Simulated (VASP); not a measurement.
TiMoSe3:

```
Ti Mo Se
1.0
     3.31177    1.91205    2.73242
    -3.31177    1.91205    2.73242
     0.00000   -3.82410    2.73242
Ti Mo Se
1 1 3
Direct
  0.50000 0.50000 0.50000
  0.00000 0.00000 0.00000
  0.00000 0.50000 0.50000
  0.50000 0.00000 0.50000
  0.50000 0.50000 0.00000
```

The cell was built by a generator and needn't be a form met in nature.

```yaml
Program: VASP 6.6.1
Task: relaxation of cell and atoms
Functional: PBE
Potentials_or_basis: VASP PAW PBE potentials, release 64 (Ti_sv, Mo_sv, Se)
Cutoff: 520 eV
k_mesh: 3 × 3 × 3
Occupations: gaussian, width 0.15 eV
Spin: no spin polarisation
```

At the start: pressure 6.8 GPa; volume 20.76 Å³/atom.

Where does the relaxation end?

Over 3 steps the energy falls by 33.9 meV/atom and the volume is 22.45 Å³/atom (+8.1 %); space group R-3m (No. 166, to 0.05 Å).

Step by step:
```csv
step,energy change (eV),largest force (eV/Å),pressure (GPa),volume (Å³)
1,0.0000,0.0000,6.79,103.81
2,-0.1113,0.0000,-3.22,117.61
3,-0.1696,0.0000,-0.10,112.23
```

Final structure:
```yaml
crystal:
  lattice:
    - [3.39932, 1.96260, 2.80382]
    - [-3.39932, 1.96260, 2.80382]
    - [0.00000, -3.92520, 2.80382]
  atoms:
    - { symbol: Ti, position: [0.50000, 0.50000, 0.50000] }
    - { symbol: Mo, position: [0.00000, 0.00000, 0.00000] }
    - { symbol: Se, position: [0.00000, 0.50000, 0.50000] }
    - { symbol: Se, position: [0.50000, 0.00000, 0.50000] }
    - { symbol: Se, position: [0.50000, 0.50000, 0.00000] }
```

Caveat: the k mesh is coarse (spacing up to 0.45 Å⁻¹), so the values aren't converged.
